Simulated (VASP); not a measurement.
Set up this calculation in VASP 6.6.1, as the native input.

| Quantity | Value |
| --- | --- |
| Task | single point |
| Functional | PBE |
| Potentials or basis | VASP PAW PBE potentials, release 64 (O, H, S) |
| Cutoff | 520 eV |
| k mesh | 1 × 1 × 1 |
| Occupations | fermi-dirac, width 0.02 eV |
| Spin | no spin polarisation |
| Dipole correction | no |
| Further INCAR settings | LREAL = Auto; ALGO = Fast; EDIFF = 1e-06; NBANDS = 33 |

The structure of H10SO4 lies in POSCAR:

```
H10SO4
1.0
    5.6462160000      0.0000000000      0.0000000000
    0.0000000000      5.6462160000      0.0000000000
    0.0000000000      0.0000000000      5.6462160000
O H S
4 10 1
Direct
    0.7836398749      0.6249672347     -0.0813288050
    0.5281059031      0.1844066894      0.7598363222
    0.7404073808      0.1083911774      0.2293925702
    0.0708261958      0.0563563278     -0.0996596659
    0.9310837559      0.7051802482      0.0014877220
    0.7263448653      0.5562309341      0.0686123237
    0.7001503308      0.1770389231      0.7945498366
    0.5264942043      0.2175439268      0.5860562189
    0.8625776981      0.1184155902      0.1209836818
    0.6434220724     -0.0255215174      0.1833440308
    0.0282667188     -0.0347843582     -0.2681796091
    0.2341745339      0.0549748717     -0.1389780341
    0.3678746970      0.9586066137      0.4498588081
    0.3631989991      0.6635063200      0.5807252149
    0.2100876056      0.7992432454      0.4294734739
```

The cell was built by a generator and needn't be a form met in nature.

These files were run (other wordings do the same):

INCAR

```
SYSTEM = H10SO4
ALGO     = Fast           ! electronic algorithm
EDIFF    = 1E-6           ! SCF threshold, eV
ENCUT    = 520            ! plane-wave cutoff, eV
GGA      = PE             ! functional
ISIF     = 2              ! what is computed and relaxed
ISMEAR   = -1             ! smearing method
LASPH    = .TRUE.         ! aspherical terms in the spheres
LCHARG   = .FALSE.        ! write CHGCAR
LREAL    = Auto         
LWAVE    = .FALSE.        ! write WAVECAR
NBANDS   = 33             ! bands
NELM     = 80             ! most SCF steps
PREC     = Accurate       ! precision mode
SIGMA    = 0.02           ! smearing width, eV
```

KPOINTS

```
k-points
0
G
  1 1 1
  0 0 0
```

Potentials or basis: VASP PAW PBE potentials, release 64 (O, H, S).

Command:

```bash
$ cat potpaw_PBE.64/O/POTCAR potpaw_PBE.64/H/POTCAR potpaw_PBE.64/S/POTCAR > POTCAR
$ mpirun -np 1 vasp_gam > vasp.out
```

It gave:

- Pressure: 0.6 GPa
- Largest force: 4.263 eV/Å
- Band gap on the k mesh: 4.13 eV, direct

Wall time 17 s on 1 thread of AMD EPYC 7R13 Processor (Zen 3) (shared host), peak memory 0.2 GiB.
